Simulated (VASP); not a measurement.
Given:

```
Ru
1.0
    1.38210    -2.39387     0.00000
    1.38210     2.39387     0.00000
    0.00000     0.00000     4.36560
Ru
2
Cartesian
  1.38210   0.79796   1.09140
  1.38210  -0.79796   3.27420
```

Calculation: PBE GGA, VASP's PBE PAW potentials (set 64) (plane waves; VASP). Run with 400 eV cut-off, 7×7×4 Γ-centred mesh, first-order Methfessel-Paxton smearing of 0.10 eV, potentials Ru_pv.

Problem. Give the stress tensor in GPa (positive for a compressed cell).

Solution. 
```
-11.84    0.00    0.00
  0.00  -11.84    0.00
  0.00    0.00  -17.93
```
The pressure is its mean diagonal, -13.87 GPa.

The compound is Ru in the hcp structure. The cell was not relaxed at this level. The k-mesh is coarse (spacing up to 0.37 per Å, 2π included), so the numbers may not be converged in it. The run is one of a series of settings (KPOINTS 7×7×4 Γ-centred mesh against the base run), some of them coarse on purpose.
